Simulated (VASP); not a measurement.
Computed with PBE GGA with D3 dispersion (Becke-Johnson damping), VASP's PBE PAW potentials (set 64) (plane waves; VASP 6.6.1).

VASP ran on this input.

### KPOINTS
```
Automatic mesh
0
Gamma
10 10 10
0 0 0
```

INCAR:
```
IVDW  =  12   # D3, Becke-Johnson
ENCUT  =  520
ALGO  =  Normal   # blocked Davidson
LWAVE  =  .FALSE.
ISIF  =  3   # ions, shape and volume
LASPH  =  .TRUE.
EDIFF  =  1E-6   # SCF stop (eV)
PREC  =  Accurate
SIGMA  =  0.05
NELM  =  100   # most electronic steps
LCHARG  =  .FALSE.
SYSTEM  =  LiH
ISMEAR  =  0   # Gaussian
IBRION  =  2
GGA  =  PE   # PBE
NSW  =  60
LREAL  =  .FALSE.   # projection in real space or not
EDIFFG  =  -0.01
```

POSCAR:
```
LiH
1
    0.0000000000     2.0400000000     2.0400000000
    2.0400000000     0.0000000000     2.0400000000
    2.0400000000     2.0400000000     0.0000000000
Li H
1 1
Direct
  0.0000000000   0.0000000000   0.0000000000
  0.5000000000   0.5000000000   0.5000000000
```

POTCAR, in this order: Li_sv H (PBE.64 set). Program: vasp_std.

Output

File OSZICAR:
```
       N       E                     dE             d eps       ncg     rms          rms(c)
DAV:   1    -0.128570806429E+01   -0.12857E+01   -0.14493E+03   576   0.612E+02
DAV:   2    -0.626559116704E+01   -0.49799E+01   -0.49795E+01   816   0.673E+01
DAV:   3    -0.636029439526E+01   -0.94703E-01   -0.94703E-01   660   0.923E+00
DAV:   4    -0.636173682610E+01   -0.14424E-02   -0.14424E-02   792   0.102E+00
DAV:   5    -0.636174112563E+01   -0.42995E-05   -0.42995E-05   672   0.476E-02    0.285E+00
DAV:   6    -0.617957275042E+01    0.18217E+00   -0.15984E-01   660   0.179E+00    0.142E+00
DAV:   7    -0.611997126975E+01    0.59601E-01   -0.20698E-01   726   0.227E+00    0.223E-01
DAV:   8    -0.612193998059E+01   -0.19687E-02   -0.54501E-03   672   0.641E-01    0.438E-02
DAV:   9    -0.612188854917E+01    0.51431E-04   -0.23036E-04   804   0.885E-02    0.963E-03
DAV:  10    -0.612188484532E+01    0.37039E-05   -0.62531E-06   654   0.234E-02    0.295E-03
DAV:  11    -0.612188405317E+01    0.79215E-06   -0.45939E-07   390   0.523E-03
   1 F= -.64360997E+01 E0= -.64360997E+01  d E =-.643610E+01
       N       E                     dE             d eps       ncg     rms          rms(c)
DAV:   1    -0.613123224127E+01   -0.93474E-02   -0.12889E-01   720   0.356E+00    0.718E-01
DAV:   2    -0.612910866691E+01    0.21236E-02   -0.90420E-03   660   0.886E-01    0.448E-01
DAV:   3    -0.612749679555E+01    0.16119E-02   -0.29419E-03  1038   0.356E-01    0.681E-02
DAV:   4    -0.612746779702E+01    0.28999E-04   -0.65493E-05   774   0.940E-02    0.192E-02
DAV:   5    -0.612748419588E+01   -0.16399E-04   -0.27853E-05   912   0.424E-02    0.239E-03
DAV:   6    -0.612748624012E+01   -0.20442E-05   -0.64119E-07   360   0.969E-03    0.912E-04
DAV:   7    -0.612748606579E+01    0.17433E-06   -0.61598E-08   300   0.267E-03
   2 F= -.64545501E+01 E0= -.64545501E+01  d E =-.184504E-01
       N       E                     dE             d eps       ncg     rms          rms(c)
DAV:   1    -0.613857411532E+01   -0.11088E-01   -0.69936E-01   708   0.870E+00    0.164E+00
DAV:   2    -0.612741873671E+01    0.11155E-01   -0.47586E-02   654   0.208E+00    0.102E+00
DAV:   3    -0.611968175271E+01    0.77370E-02   -0.15353E-02  1026   0.828E-01    0.158E-01
DAV:   4    -0.611951022068E+01    0.17153E-03   -0.28429E-04   756   0.220E-01    0.559E-02
DAV:   5    -0.611953077321E+01   -0.20553E-04   -0.15953E-04   924   0.100E-01    0.377E-03
DAV:   6    -0.611953606093E+01   -0.52877E-05   -0.35660E-06   498   0.208E-02    0.132E-03
DAV:   7    -0.611953740940E+01   -0.13485E-05   -0.22927E-07   312   0.453E-03    0.355E-04
DAV:   8    -0.611953764294E+01   -0.23354E-06   -0.67285E-08   282   0.274E-03
   3 F= -.64776910E+01 E0= -.64776910E+01  d E =-.415912E-01
       N       E                     dE             d eps       ncg     rms          rms(c)
DAV:   1    -0.611160610741E+01    0.79313E-02   -0.10068E-01   732   0.319E+00    0.623E-01
DAV:   2    -0.610978573160E+01    0.18204E-02   -0.40752E-03   690   0.651E-01    0.376E-01
DAV:   3    -0.610866476718E+01    0.11210E-02   -0.20211E-03   966   0.299E-01    0.400E-02
DAV:   4    -0.610864526398E+01    0.19503E-04   -0.36860E-05   624   0.772E-02    0.113E-02
DAV:   5    -0.610865768970E+01   -0.12426E-04   -0.15441E-05   858   0.338E-02    0.288E-03
DAV:   6    -0.610865620447E+01    0.14852E-05   -0.38501E-07   294   0.764E-03    0.648E-04
DAV:   7    -0.610865690200E+01   -0.69753E-06   -0.11890E-07   282   0.425E-03
   4 F= -.64793719E+01 E0= -.64793719E+01  d E =-.432722E-01
```

### OUTCAR
```
------------------------ aborting loop because EDIFF is reached ----------------------------------------
 Edisp (eV)   -0.37072
  FORCE on cell =-STRESS in cart. coord.  units (eV):
  Direction    XX          YY          ZZ          XY          YZ          ZX
  --------------------------------------------------------------------------------------
  Total       0.01068     0.01068     0.01068     0.00000     0.00000    -0.00000
  in kB       1.18234     1.18234     1.18234     0.00000     0.00000    -0.00000
  external pressure =        1.18 kB  Pullay stress =        0.00 kB
  volume of cell :       14.47
      direct lattice vectors                 reciprocal lattice vectors
    -0.000000000  1.933913229  1.933913229    -0.258543141  0.258543141  0.258543141
     1.933913229 -0.000000000  1.933913229     0.258543141 -0.258543141  0.258543141
     1.933913229  1.933913229 -0.000000000     0.258543141  0.258543141 -0.258543141
  FREE ENERGIE OF THE ION-ELECTRON SYSTEM (eV)
  ---------------------------------------------------
  free  energy   TOTEN  =        -6.4793719303 eV

  energy  without entropy=       -6.4793719303  energy(sigma->0) =       -6.47937193

 reached required accuracy - stopping structural energy minimisation
```
(Selected blocks of OUTCAR.)

CONTCAR:
```
LiH
   1.00000000000000
    -0.0000000000000000    1.9339132285826310    1.9339132285826310
     1.9339132285826310   -0.0000000000000000    1.9339132285826310
     1.9339132285826310    1.9339132285826310   -0.0000000000000000
  Li              H
     1     1
Direct
     0.0000000000000000    1.0000000000000000    0.0000000000000000
     0.5000000000000000    0.5000000000000000    0.5000000000000000
```

Energy and stress use the plane-wave basis of the starting cell.

The compound is LiH in the rock salt structure. This run relaxes it. Symmetry was kept, so distortions that lower it aren't found.
